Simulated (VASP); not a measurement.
Output of a VASP run:

### OSZICAR
```
...
DAV:   1    -0.435219596266E+03    0.26599E-04   -0.38219E-02  1008   0.479E-01    0.337E-02
RMM:   2    -0.435219665679E+03   -0.69413E-04   -0.78310E-04   916   0.636E-02    0.134E-02
RMM:   3    -0.435219668620E+03   -0.29406E-05   -0.60666E-05   773   0.184E-02    0.876E-03
RMM:   4    -0.435219667592E+03    0.10283E-05   -0.17216E-05   555   0.805E-03
  15 F= -.43521967E+03 E0= -.43521967E+03  d E =-.172411E-02  mag=     3.0000
       N       E                     dE             d eps       ncg     rms          rms(c)
DAV:   1    -0.435219185684E+03    0.48294E-03   -0.76489E-01   916   0.215E+00    0.149E-01
RMM:   2    -0.435220566578E+03   -0.13809E-02   -0.15476E-02   916   0.285E-01    0.581E-02
RMM:   3    -0.435220620113E+03   -0.53535E-04   -0.11747E-03   924   0.820E-02    0.377E-02
RMM:   4    -0.435220602774E+03    0.17339E-04   -0.35001E-04   936   0.364E-02    0.120E-02
RMM:   5    -0.435220614064E+03   -0.11291E-04   -0.87582E-05   793   0.152E-02    0.639E-03
RMM:   6    -0.435220614942E+03   -0.87712E-06   -0.76171E-06   537   0.566E-03
  16 F= -.43522061E+03 E0= -.43522061E+03  d E =-.947350E-03  mag=     3.0000
       N       E                     dE             d eps       ncg     rms          rms(c)
DAV:   1    -0.435220573751E+03    0.40313E-04   -0.45635E-02   976   0.525E-01    0.363E-02
RMM:   2    -0.435220656701E+03   -0.82950E-04   -0.92929E-04   916   0.696E-02    0.142E-02
RMM:   3    -0.435220660143E+03   -0.34421E-05   -0.72735E-05   799   0.201E-02    0.927E-03
RMM:   4    -0.435220659017E+03    0.11257E-05   -0.20561E-05   567   0.876E-03
  17 F= -.43522066E+03 E0= -.43522066E+03  d E =-.991426E-03  mag=     3.0000
       N       E                     dE             d eps       ncg     rms          rms(c)
DAV:   1    -0.435219845864E+03    0.81428E-03   -0.77791E-01   916   0.217E+00    0.149E-01
RMM:   2    -0.435221218095E+03   -0.13722E-02   -0.15651E-02   916   0.285E-01    0.600E-02
RMM:   3    -0.435221273504E+03   -0.55409E-04   -0.12257E-03   929   0.825E-02    0.389E-02
RMM:   4    -0.435221256082E+03    0.17421E-04   -0.37325E-04   932   0.375E-02    0.120E-02
RMM:   5    -0.435221267489E+03   -0.11407E-04   -0.97000E-05   824   0.155E-02    0.660E-03
RMM:   6    -0.435221268447E+03   -0.95785E-06   -0.85975E-06   537   0.589E-03
  18 F= -.43522127E+03 E0= -.43522127E+03  d E =-.609429E-03  mag=     3.0000
       N       E                     dE             d eps       ncg     rms          rms(c)
DAV:   1    -0.435221263588E+03    0.39012E-05   -0.41435E-03  1032   0.158E-01    0.109E-02
RMM:   2    -0.435221270617E+03   -0.70295E-05   -0.80423E-05   817   0.206E-02    0.447E-03
RMM:   3    -0.435221270836E+03   -0.21889E-06   -0.58816E-06   514   0.587E-03    0.286E-03
RMM:   4    -0.435221270708E+03    0.12818E-06   -0.14149E-06   499   0.254E-03
  19 F= -.43522127E+03 E0= -.43522127E+03  d E =-.611690E-03  mag=     3.0000
       N       E                     dE             d eps       ncg     rms          rms(c)
DAV:   1    -0.435220982967E+03    0.28787E-03   -0.37164E-01   948   0.149E+00    0.101E-01
RMM:   2    -0.435221627899E+03   -0.64493E-03   -0.71901E-03   916   0.192E-01    0.402E-02
RMM:   3    -0.435221658816E+03   -0.30918E-04   -0.56593E-04   929   0.558E-02    0.256E-02
RMM:   4    -0.435221652240E+03    0.65763E-05   -0.15457E-04   927   0.245E-02    0.770E-03
RMM:   5    -0.435221656353E+03   -0.41130E-05   -0.34345E-05   622   0.103E-02
  20 F= -.43522166E+03 E0= -.43522166E+03  d E =-.385645E-03  mag=     3.0000
```

### OUTCAR
```
------------------------ aborting loop because EDIFF is reached ----------------------------------------
  FORCE on cell =-STRESS in cart. coord.  units (eV):
  Direction    XX          YY          ZZ          XY          YZ          ZX
  --------------------------------------------------------------------------------------
  Total       -4.6507257     -4.5857170      4.8379315     -0.2431792      0.0268401      0.0085931
  in kB       -8.2372222     -8.1220809      8.5687954     -0.4307115      0.0475383      0.0152198
  external PRESSURE =      -2.5968359 kB  Pullay stress =       0.0000000 kB
  volume of cell :      904.59
      direct lattice vectors                 reciprocal lattice vectors
     9.649823631  0.000000000  0.000000000     0.103628837  0.000000000  0.000000000
     0.000000000  9.649823631  0.000000000     0.000000000  0.103628837  0.000000000
     0.000000000  0.000000000  9.714305805     0.000000000  0.000000000  0.102940964
 POSITION                                       TOTAL-FORCE (eV/Angst)
 -----------------------------------------------------------------------------------
      0.00152      9.64515      9.71282        -0.010572      0.017297     -0.006331
      2.40493      2.41511      1.61315         0.000395     -0.002476      0.002970
      0.00383      9.64287      3.22952        -0.001535     -0.000377     -0.007766
      2.39824      2.39580      4.85643        -0.003283      0.008787      0.003476
      0.00235      9.64382      6.48119         0.010694     -0.002081      0.010377
      2.40338      2.41373      8.09873         0.001061      0.003979     -0.004288
      9.63962      4.82446      9.71360         0.009255     -0.006073     -0.017657
      2.41219      7.23655      1.60926        -0.005216     -0.009876      0.009575
      9.64296      4.82021      3.23136         0.006689     -0.006424      0.019753
      2.39148      7.25418      4.85533         0.002319     -0.001110      0.004387
      9.64328      4.82021      6.47924         0.004143     -0.000348     -0.005738
      2.41163      7.23612      8.10300         0.002170      0.004389     -0.001154
      4.82267      0.00748      9.71283         0.002184     -0.000230      0.006912
      7.24617      2.40019      1.61368         0.005701     -0.001614      0.009258
      4.82649      0.00263      3.23201        -0.003753      0.000609     -0.005550
      7.26180      2.38447      4.85488        -0.004394      0.003170     -0.003324
      4.82669      0.00259      6.47950        -0.005831     -0.000732     -0.001469
      7.24525      2.40163      8.09598         0.004014     -0.003682     -0.002239
      4.82673      4.82050      9.71332        -0.000721     -0.004851      0.003710
      7.23149      7.24227      1.61287         0.001518      0.008723     -0.003875
      4.86204      4.78364      3.21032        -0.001493     -0.002207      0.004896
      7.24856      7.24715      4.85560         0.001157      0.006380     -0.000068
      4.85886      4.78760      6.50071         0.002994     -0.015997      0.001965
      7.23308      7.24275      8.09825         0.002997      0.006135      0.001991
      1.47896      1.47136      9.71347         0.004632     -0.002407      0.000478
      3.90576      0.96789      1.61532        -0.003777      0.001820     -0.002486
      0.91720      3.87202      1.61223        -0.000778      0.001082     -0.004995
      3.34372      3.35397      9.71300        -0.000627      0.011453     -0.000459
      1.47648      1.47752      3.23157         0.000438     -0.002058     -0.003273
      3.88740      0.93566      4.85557         0.003444      0.010260      0.003514
      0.93757      3.89202      4.85527        -0.001144      0.004315      0.000640
      3.32965      3.36390      3.25069        -0.002215      0.004003     -0.005455
      1.47430      1.47752      6.47967        -0.000087     -0.003775      0.000412
      3.90190      0.96399      8.09587         0.007638      0.003100      0.003844
      0.91660      3.87194      8.09952         0.000740      0.002080      0.004182
      3.32977      3.35988      6.46347        -0.000313      0.007135     -0.003840
      1.47417      6.29429      9.71418         0.010659      0.010948     -0.009367
      3.89751      5.74893      1.61803        -0.005317      0.003711     -0.012917
      0.93173      8.71411      1.61242         0.005932     -0.004334     -0.006077
      3.35457      8.17180      9.71316        -0.013694     -0.010008     -0.000872
      1.43951      6.29684      3.17874        -0.000543      0.002892     -0.002589
      0.92244      8.72490      4.85564         0.006806     -0.009729     -0.000566
      3.34880      8.20820      3.17951        -0.003805     -0.006257     -0.002906
      1.44044      6.29703      6.53206        -0.001931     -0.005315      0.001769
      3.89630      5.74939      8.09921        -0.009851      0.008386     -0.005751
      0.93284      8.71522      8.09826        -0.000605     -0.003276      0.006247
      3.35251      8.20304      6.53163        -0.000906      0.002435      0.000423
      6.30523      1.47516      9.71166        -0.010175     -0.009735      0.004852
      8.71694      0.93018      1.61966        -0.011444      0.008383     -0.000668
      5.76851      3.87692      1.60668         0.007588     -0.007255     -0.000635
      8.17092      3.34189      9.71235         0.013349      0.008741     -0.000496
      6.30557      1.47373      3.23805         0.006642      0.002591     -0.008309
      8.72393      0.92323      4.85456        -0.000173     -0.000556      0.000391
      5.77138      3.87343      4.85434        -0.003048      0.003020      0.001302
      8.17017      3.34241      3.23777         0.004742     -0.008580     -0.006302
      6.30508      1.47502      6.47163         0.001659     -0.003179      0.009665
...
```
(Selected blocks of OUTCAR.)

POSCAR:
```
Sn24O47
1
    9.6498236311     0.0000000000     0.0000000000
    0.0000000000     9.6498236311     0.0000000000
    0.0000000000     0.0000000000     9.7143058054
Sn O
24 47
Direct
  0.0000000000   0.0000000000   0.0000000000
  0.2500000000   0.2500000000   0.1666670000
  0.0000000000   0.0000000000   0.3333330000
  0.2500000000   0.2500000000   0.5000000000
  0.0000000000   0.0000000000   0.6666670000
  0.2500000000   0.2500000000   0.8333330000
  0.0000000000   0.5000000000   0.0000000000
  0.2500000000   0.7500000000   0.1666670000
  0.0000000000   0.5000000000   0.3333330000
  0.2485020000   0.7459170000   0.4987700000
  0.0000000000   0.5000000000   0.6666670000
  0.2500000000   0.7500000000   0.8333330000
  0.5000000000   0.0000000000   0.0000000000
  0.7500000000   0.2500000000   0.1666670000
  0.5000000000   0.0000000000   0.3333330000
  0.7500000000   0.2500000000   0.5000000000
  0.5000000000   0.0000000000   0.6666670000
  0.7500000000   0.2500000000   0.8333330000
  0.5000000000   0.5000000000   0.0000000000
  0.7500000000   0.7500000000   0.1666670000
  0.4988170000   0.4959900000   0.3305980000
  0.7500000000   0.7500000000   0.5000000000
  0.4962070000   0.5012200000   0.6669490000
  0.7500000000   0.7500000000   0.8333330000
  0.1535000000   0.1535000000   0.0000000000
  0.4035000000   0.0965000000   0.1666670000
  0.0965000000   0.4035000000   0.1666670000
  0.3465000000   0.3465000000   0.0000000000
  0.1535000000   0.1535000000   0.3333330000
  0.4035000000   0.0965000000   0.5000000000
  0.0965000000   0.4035000000   0.5000000000
  0.3420490000   0.3487850000   0.3335660000
  0.1535000000   0.1535000000   0.6666670000
  0.4035000000   0.0965000000   0.8333330000
  0.0965000000   0.4035000000   0.8333330000
  0.3467850000   0.3425620000   0.6627510000
  0.1535000000   0.6535000000   0.0000000000
  0.3987060000   0.5968450000   0.1686970000
  0.0965000000   0.9035000000   0.1666670000
  0.3465000000   0.8465000000   0.0000000000
  0.1575680000   0.6572160000   0.3294730000
  0.0965000000   0.9035000000   0.5000000000
  0.3443300000   0.8501430000   0.3288490000
  0.1564160000   0.6552450000   0.6673410000
  0.3999640000   0.5920700000   0.8293730000
  0.0965000000   0.9035000000   0.8333330000
  0.3449660000   0.8423500000   0.6717010000
  0.6535000000   0.1535000000   0.0000000000
  0.9035000000   0.0965000000   0.1666670000
  0.5965000000   0.4035000000   0.1666670000
  0.8465000000   0.3465000000   0.0000000000
  0.6535000000   0.1535000000   0.3333330000
  0.9035000000   0.0965000000   0.5000000000
  0.5976680000   0.3986780000   0.4959120000
  0.8465000000   0.3465000000   0.3333330000
  0.6535000000   0.1535000000   0.6666670000
  0.9035000000   0.0965000000   0.8333330000
  0.5965000000   0.4035000000   0.8333330000
  0.8465000000   0.3465000000   0.6666670000
  0.6535000000   0.6535000000   0.0000000000
  0.9035000000   0.5965000000   0.1666670000
  0.5965000000   0.9035000000   0.1666670000
  0.8465000000   0.8465000000   0.0000000000
  0.6567250000   0.6507760000   0.3345890000
  0.9035000000   0.5965000000   0.5000000000
  0.5965000000   0.9035000000   0.5000000000
  0.8465000000   0.8465000000   0.3333330000
  0.6512010000   0.6567070000   0.6704360000
  0.9035000000   0.5965000000   0.8333330000
  0.5965000000   0.9035000000   0.8333330000
  0.8465000000   0.8465000000   0.6666670000
```

### Question
Write an INCAR and KPOINTS that could have produced this output.

### Answer
Several could match; the one computed here: the input of the run itself, PBE GGA, plane waves, VASP's PBE PAW potentials (set 64).

### INCAR
```
SYSTEM = Sn24O47
PREC = Normal
ENCUT = 400
EDIFF = 1E-5
NELM = 100
ALGO = Fast
LREAL = Auto
LASPH = .TRUE.
ISMEAR = 0
SIGMA = 0.05
GGA = PE
LMAXMIX = 4
LWAVE = .FALSE.
LCHARG = .FALSE.
NELMIN = 4
ISYM = 0
NELECT = 379.0
ISPIN = 2
NUPDOWN = 3
MAGMOM = 71*0.0423
LORBIT = 10
IBRION = 2
ISIF = 2
NSW = 60
EDIFFG = -0.03
```

KPOINTS:
```
kpoints
0
Gamma
  1 1 1
```

POTCAR, in this order: Sn O (PBE.64 set). Program: vasp_gam.

At this cut-off the stress carries a Pulay error, which pulls relaxed volumes low. The cell is charged, with a uniform compensating background. The supercell is sampled at Γ alone, which is coarse: total energies, pressure and levels can be off, energies of defects by several tenths of an eV.

The cell is a supercell with a defect, built from SnO2 (rutile): vac_O, charge -1.
